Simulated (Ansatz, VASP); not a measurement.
# BaWO4 in two plane-wave programs, part 2 of 3

Aim: how closely do two programs agree when they are given the same cell, functional and k mesh? Of the first pair: The structure shown is the end of the VASP relaxation below. Valence electrons are named where the data sets of a main pair hold unlike numbers.

VASP 6.6.1 and Ansatz 0.2.0.

So far: Set-up; VASP: relaxation, PBEsol.

## Step 3: Ansatz: single point, PBEsol

Level of this step: Ansatz beside VASP: Kohn-Sham DFT, plane waves, PBEsol (Ansatz).

Ansatz runs on its default PAW (the set named soft_2) files.

The same cell, functional, mesh and smearing now go to Ansatz, which takes its cutoff from its data sets.

Input file input.yaml:

```yaml
crystal:
  lattice:
    - [-2.833366, 2.833366, 6.369267]
    - [2.833366, -2.833366, 6.369267]
    - [2.833366, 2.833366, -6.369267]
  atoms:
    - { symbol: Ba, position: [0.25, 0.75, 0.5] }
    - { symbol: Ba, position: [0.5, 0.5, 0.0] }
    - { symbol: W, position: [0.75, 0.25, 0.5] }
    - { symbol: W, position: [0.0, 0.0, 0.0] }
    - { symbol: O, position: [0.15250389, 0.04696955, 0.35703477] }
    - { symbol: O, position: [0.68993477, 0.79546912, 0.64296523] }
    - { symbol: O, position: [0.06006523, 0.45453088, 0.85703477] }
    - { symbol: O, position: [0.54546912, 0.40250389, 0.60553434] }
    - { symbol: O, position: [0.20453088, 0.84749611, 0.89446566] }
    - { symbol: O, position: [0.95303045, 0.31006523, 0.10553434] }
    - { symbol: O, position: [0.79696955, 0.93993477, 0.39446566] }
    - { symbol: O, position: [0.59749611, 0.20303045, 0.14296523] }
hamiltonian:
  xc: pbesol
  pseudopotentials: { kind: paw }
kpoints:
  mp_grid: { grid: [8, 8, 8] }
scf:
  occupations: { method: gaussian, width: 0.02 }
  n_extra_bands: 7
output:
  forces: true
  stress: true
  eigenvalues: true
```

Started as:

```console
$ ansatz run input.yaml --threads 4 --pin off --max-ram 9216MiB --backend cpu --events-out ev --progress --plain --runs-dir out
```

Numbers of over 12 decimals in the logs are rounded to 6 here.

What it wrote:

```text
scf.n_extra_bands = 7 over 48 filled bands (N_el = 96.0): the run solves 55 bands
Engine: ansatz 0.2.0, aarch64-unknown-linux-gnu
Pseudopotentials: kind: paw
Pseudopotential: Ba, paw, valence charge 10, recommended cutoff 420 eV (normal), Ba.paw.azcp
Pseudopotential: W, paw, valence charge 14, recommended cutoff 420 eV (normal), W.paw.azcp
Pseudopotential: O, paw, valence charge 6, recommended cutoff 420 eV (normal), O.paw.azcp
Functional definition: PBEsol
  exchange = pbesol_x
  correlation = pbesol_c
Crystal: 12 atoms, lattice volume = 204.529 Å³
Basis set: ecut = 420 eV, 4045 PW (Γ), exchange–correlation on 108×108×108 points (8 copies of the dense FFT grid, shifted against one another)
Bands: 55, of which v1, the nominal top of the filled ones, is band 48 counted from 1 (47 counted from 0)
Symmetry: 8 space group operations
Space group: I41/a (ITA 88), of the structure as read, at distance tolerance 5.9e-5 Å
k-points: 78 of 512
Non-local potential: Ba, projectors of the file, l = 0: 3, l = 1: 2, l = 2: 2, l = 3: 2
Non-local potential: W, projectors of the file, l = 0: 3, l = 1: 2, l = 2: 2, l = 3: 1
Non-local potential: O, projectors of the file, l = 0: 2, l = 1: 2, l = 2: 1
PAW form: soft (Blöchl's): semilocal exchange-correlation on the pseudo side does not see the compensation charge
PAW frozen core: Ba, regenerated for the run's functional, and the local potential with it (the file was generated under x = pbe(κ = 0.804, μ = 0.219515), c = pbe(β = 0.066725))
PAW frozen core: W, regenerated for the run's functional, and the local potential with it (the file was generated under x = pbe(κ = 0.804, μ = 0.219515), c = pbe(β = 0.066725))
PAW frozen core: O, regenerated for the run's functional, and the local potential with it (the file was generated under x = pbe(κ = 0.804, μ = 0.219515), c = pbe(β = 0.066725))
PAW one-centre angular grid: Ba, 194 points (default); XC on 64 Gauss nodes
PAW one-centre angular grid: W, 590 points (default); XC on 64 Gauss nodes
PAW one-centre angular grid: O, 110 points (default); XC on 64 Gauss nodes
Initial density: superposition of atomic densities (neutral atoms: chi_scale 0, normalization atom), corrected by the library's trained network
Initial wavefunctions: pseudopotential atomic-orbital guess
Functional: x = pbesol(κ = 0.804, μ = 0.123457), c = pbesol(β = 0.046)
SCF iter   1: F=—  HF=-36737.017897 eV  |F-HF|=—  |Δ(HF+E_count)|=         —  Δρ=1.40e-2  dr2=3.58e-1  ethr=1.77e-3  ⟨swp⟩=7.6  Hψ=18951  notcnv=0
preconditioner: auto → Resta (q_TF=auto, 2.405 Å⁻¹)  ε∞=4.9  [insulator: Δε(μ)=4.466 eV  Ē_g=11.420 eV  σ=0.020 eV  W_gap=1.00  n_scr=36 (ndim 8)  ℏωp=22.6 eV  f_vac=0.060  D(μ)=0.00/eV (n_scr^D=0)  ε∞_Penn≈4.9]
SCF iter   2: F=—  HF=-36736.951436 eV  |F-HF|=—  |Δ(HF+E_count)|=   6.65e-2  Δρ=5.12e-3  dr2=6.11e-2  ethr=3.73e-4  ⟨swp⟩=3.0  Hψ=8300  notcnv=0  defer=230
SCF iter   3: F=—  HF=-36736.940346 eV  |F-HF|=—  |Δ(HF+E_count)|=   1.11e-2  Δρ=1.03e-3  dr2=2.86e-3  ethr=6.36e-5  ⟨swp⟩=2.0  Hψ=6691  notcnv=0  defer=230
SCF iter   4: F=—  HF=-36736.940389 eV  |F-HF|=—  |Δ(HF+E_count)|=   4.38e-5  Δρ=2.70e-4  dr2=1.42e-4  ethr=2.98e-6  ⟨swp⟩=2.0  Hψ=7974  notcnv=0  defer=230
SCF iter   5: F=—  HF=-36736.940492 eV  |F-HF|=—  |Δ(HF+E_count)|=   1.03e-4  Δρ=6.84e-5  dr2=1.38e-5  ethr=1.48e-7  ⟨swp⟩=2.1  Hψ=7163  notcnv=0  defer=230
SCF iter   6: F=—  HF=-36736.940488 eV  |F-HF|=—  |Δ(HF+E_count)|=   4.11e-6  Δρ=1.76e-5  dr2=7.93e-7  ethr=1.44e-8  ⟨swp⟩=2.4  Hψ=7859  notcnv=0  defer=230
SCF iter   7: F=-36736.940490 eV  HF=-36736.940490 eV  |F-HF|=8.75e-8  |Δ(HF+E_count)|=   2.12e-6  Δρ=3.69e-6  dr2=4.16e-8  ethr=1.04e-10  ⟨swp⟩=11.7  Hψ=23656  notcnv=0
SCF 1 converged in 7 iterations: F = -36736.940490 eV  dr2 = 4.16e-8
  greatest PAW one-centre occupation: 1.000 electrons in one spin orbital (limit 2), on the W atom at site 3 (counted from 0), in its partial waves of l = 0
SCF converged after 7 iterations
Free energy (F): -36736.940490 eV
Harris-Foulkes:  -36736.940490 eV  (|F-HF|=8.75e-8)
Internal energy: -36736.940490 eV  (E = F + TS)
E sigma→0 (E₀):  -36736.940490 eV
Fermi energy:    8.001839 eV
--- Per-component energies (eV) ---
  E_band       = -750.686643
  E_kinetic    = 2619.318392
  E_local      = -6710.229841  (includes V_loc(G=0)·N_el)
  E_nonlocal   = 506.634497
  E_hartree    = 2465.341973
  E_xc         = -1440.840302
  E_vxc        = -1487.429583  (∫ρ·V_xc dr)
  E_paw        = -28368.753793  (= ΣΔE_a)
  E_vpaw       = -609.682990  (= ΣTr[D̂ρ^β])
  E_aug_tail   = 0.019364  (compensation charges beyond the density's cutoff)
  E_ewald      = -5809.459535
  E_core_change = 1.028754  (= ΣΔE_core)
  E_smearing   = -0.000000  (= −TS)
  E_closure    = 0.000000  (closes the sum)
  Σ components = -36736.940490   (vs F -36736.940490, Δ=0.00e0)
--- Forces (eV/Å), atoms counted from 1 ---
  atom   1  Ba     0.00000000    -0.00000000     0.00000000
  atom   2  Ba    -0.00000000    -0.00000000    -0.00000000
  atom   3  W      0.00000000    -0.00000000    -0.00000000
  atom   4  W     -0.00000000    -0.00000000     0.00000000
  atom   5  O     -0.15479002    -0.26741650     0.22078903
  atom   6  O      0.15479002     0.26741650     0.22078903
  atom   7  O     -0.15479002    -0.26741650    -0.22078903
  atom   8  O     -0.26741650     0.15479002     0.22078903
  atom   9  O      0.26741650    -0.15479002    -0.22078903
  atom  10  O     -0.26741650     0.15479002    -0.22078903
  atom  11  O      0.26741650    -0.15479002     0.22078903
  atom  12  O      0.15479002     0.26741650    -0.22078903
  max |Σ_I F_I| component: 5.55e-17 eV/Å
--- Stress (GPa, compression-positive) ---
       -3.399088       0.000000      -0.000000
       -0.000000      -3.399088      -0.000000
       -0.000000      -0.000000      -3.344191
  P = ⅓ Tr σ = -3.3808 GPa (-33.808 kbar)
--- Band table (eV; the first three rows and the last of 78) ---
  k-point 0: bands = [... 44 lower, 5.2070, 5.4374, 5.6847, 5.6847, 10.3458, 10.5674, 10.7416, 10.9066, ... 3 higher]
  k-point 1: bands = [... 44 lower, 5.2336, 5.4194, 5.5856, 5.6617, 10.4104, 10.5949, 10.7521, 10.9451, ... 3 higher]
  k-point 2: bands = [... 44 lower, 5.3253, 5.3274, 5.3810, 5.5904, 10.4880, 10.6596, 10.6904, 10.9887, ... 3 higher]
  k-point 77: bands = [... 44 lower, 5.4221, 5.4221, 5.5844, 5.5844, 10.3190, 10.3190, 10.6118, 10.6118, ... 3 higher]
```

Elapsed: 12 s, on 4 threads of Arm Neoverse V2, shared host; peak memory 1 GiB.

The run ends at a pressure of -3.38 GPa, with forces up to 0.38 eV/Å.

## Step 4: Side by side

Known differences besides the potentials themselves: the data sets hold 96 valence electrons in Ansatz (on its default PAW (the set named soft_2) files) and 80 in VASP; the cutoff is 420 eV in Ansatz and 520 eV in VASP; Ansatz makes its cores anew for this functional, VASP keeps those of its PBE data sets; VASP leaves aspherical gradient terms in its spheres out (LASPH is not set), Ansatz keeps them. Total energies have different zeros and are not compared.

Both answers:

```tsv
quantity	Ansatz	VASP	difference
pressure (GPa)	-3.38	-1.22	-2.16
pressure without Ansatz's Pulay correction (GPa)	-3.88	-1.22	-2.66
gap on the k mesh (eV)	4.634	4.567	+0.067
```

At this near-relaxed geometry the largest component of a force difference is 270 meV/Å. A gap on the mesh is an upper bound, since the band edges may lie between its points; neither run holds spin-orbit coupling, which can move the band edges of a compound of W. Ansatz's pressure holds a Pulay correction of 0.50 GPa; VASP's holds none.

## Step 5: Other set-ups

Further runs change the set-up of one program: Ansatz's method, potentials or start, or VASP's data sets, cutoff or form of LDA. The table gives Ansatz less VASP for each quantity, since a change that brings one quantity closer may part another.

```tsv
run	r.m.s. force difference (meV/Å)	pressure (GPa)	gap on the k mesh (eV)	pressure without Ansatz's Pulay correction (GPa)
as above	179	-2.2	0.067	-2.7
cores kept as stored	176	-2.1	0.068	-2.6
Ansatz's larger PAW set (cutoff 900 eV)	181	-2.2	0.074	
norm-conserving potentials (cutoff 1143 eV)	226	-2.6	0.078	-2.7
```

## Step 6: Ansatz: band structure, PBEsol

The same path points are solved in both programs, so levels can be compared one by one.

The cell is taken from a series of VASP runs on this material, whose earlier steps may have relaxed, scaled or displaced it; both programs get it as it stands.

Input file input.yaml:

```yaml
crystal:
  lattice:
    - [-2.833366, 2.833366, 6.369267]
    - [2.833366, -2.833366, 6.369267]
    - [2.833366, 2.833366, -6.369267]
  atoms:
    - { symbol: Ba, position: [0.25, 0.75, 0.5] }
    - { symbol: Ba, position: [0.5, 0.5, 0.0] }
    - { symbol: W, position: [0.75, 0.25, 0.5] }
    - { symbol: W, position: [0.0, 0.0, 0.0] }
    - { symbol: O, position: [0.152503892, 0.046969547, 0.3570347743] }
    - { symbol: O, position: [0.6899347727, 0.7954691176, 0.6429652257] }
    - { symbol: O, position: [0.0600652273, 0.4545308824, 0.8570347743] }
    - { symbol: O, position: [0.5454691176, 0.402503892, 0.6055343449] }
    - { symbol: O, position: [0.2045308824, 0.847496108, 0.8944656551] }
    - { symbol: O, position: [0.953030453, 0.3100652273, 0.1055343449] }
    - { symbol: O, position: [0.796969547, 0.9399347727, 0.3944656551] }
    - { symbol: O, position: [0.597496108, 0.203030453, 0.1429652257] }
hamiltonian:
  xc: pbesol
  pseudopotentials: { kind: paw }
kpoints:
  mp_grid: { grid: [10, 10, 10] }
  band_path:
    path:
      - [0.0, 0.0, 0.0]
      - [0.19565, -0.19565, 0.0]
      - [0.3913, -0.3913, 0.0]
      - [0.5, -0.5, 0.01291]
      - [0.5, -0.5, 0.05162]
      - [0.5, -0.5, 0.09034]
      - [0.44769, -0.44769, 0.15126]
      - [0.36922, -0.36922, 0.22972]
      - [0.29947, -0.29947, 0.29947]
      - [0.18229, -0.18229, 0.18229]
      - [0.0651, -0.0651, 0.0651]
      - [0.06522, 0.06522, -0.06522]
      - [0.26087, 0.26087, -0.26087]
      - [0.45652, 0.45652, -0.45652]
      - [0.55231, 0.44769, -0.44769]
      - [0.6395, 0.3605, -0.3605]
      - [0.69181, 0.28645, -0.28645]
      - [0.61334, 0.16927, -0.16927]
      - [0.53487, 0.05208, -0.05208]
      - [0.54348, -0.04348, -0.04348]
      - [0.6413, -0.1413, -0.1413]
      - [0.73913, -0.23913, -0.23913]
      - [0.79597, -0.1438, -0.32609]
      - [0.85508, -0.00726, -0.42391]
      - [0.88362, 0.11638, -0.5]
      - [0.72668, 0.27332, -0.5]
      - [0.56975, 0.43025, -0.5]
      - [0.54348, -0.45652, -0.04348]
      - [0.6413, -0.3587, -0.1413]
      - [0.75, -0.25, -0.25]
    npoints: 1
scf:
  occupations: { method: gaussian, width: 0.02 }
  n_extra_bands: 12
output:
  forces: true
  stress: true
  eigenvalues: true
```

What it wrote:

```text
[...]
Crystal: 12 atoms, lattice volume = 204.529 Å³
Basis set: ecut = 420 eV, 4045 PW (Γ), exchange–correlation on 108×108×108 points (8 copies of the dense FFT grid, shifted against one another)
Bands: 60, of which v1, the nominal top of the filled ones, is band 48 counted from 1 (47 counted from 0)
Symmetry: 8 space group operations
[...]
k-points: 144 of 1000
[...]
k-point 0: bands = [... 44 lower, 5.2070, 5.4374, 5.6847, 5.6847, 10.3458, 10.5674, 10.7416, 10.9066, ... 8 higher]
  k-point 1: bands = [... 44 lower, 5.2247, 5.4260, 5.6200, 5.6703, 10.3905, 10.5841, 10.7564, 10.9331, ... 8 higher]
  k-point 2: bands = [... 44 lower, 5.2648, 5.3844, 5.4543, 5.6239, 10.4658, 10.6453, 10.7072, 10.9782, ... 8 higher]
  k-point 143: bands = [... 44 lower, 5.4221, 5.4221, 5.5844, 5.5844, 10.3189, 10.3189, 10.6118, 10.6118, ... 8 higher]
[key lines of the parts left out:]
SCF converged after 7 iterations
Free energy (F): -36736.940704 eV
Fermi energy:    8.001836 eV
P = ⅓ Tr σ = -3.3806 GPa (-33.806 kbar)
```

It took 29 s on 4 threads; peak memory 1.5 GiB; 1.9 min of CPU time.

(Part 2 of 3 ends here.)

[Lines on the potential files, build, host, timing and source positions are cut from VASP's logs without a mark.]

[Logs are printed without paths, hosts, clocks, repeated set-up lines and the standing remarks that a program may print on its own settings, such as how far it seeks lower states.]

[Hosts, paths, dates, database ids (printed as entryN), source tags and the programs' standing remarks are cut or masked in the printed files.]
